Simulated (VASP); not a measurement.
HfOs3:

```
Hf Os
1.0
     3.97356    0.00000    0.00000
     0.00000    3.97356    0.00000
     0.00000    0.00000    3.97356
Hf Os
1 3
Direct
  0.00000 0.00000 0.00000
  0.50000 0.50000 0.00000
  0.50000 0.00000 0.50000
  0.00000 0.50000 0.50000
```

The cell comes from a database or a generator and needn't be the stable form of this composition.

Program: VASP 6.6.1. Alike in all runs: task single point; potentials or basis VASP PAW PBE potentials, release 64 (Hf_pv, Os); no spin polarisation; cell as given; k mesh 6 × 6 × 6; cutoff (eV) 520; smearing fermi-dirac 0.1 eV.

Order these runs on this cell by their pressure, lowest first.
A. level BLYP
B. level PBE
C. level r2SCAN

C (-4.9 GPa), B (0.1 GPa), A (14.0 GPa).

Caveats: the PAW data sets were made with another functional, which shifts forces and pressure a little (some runs).
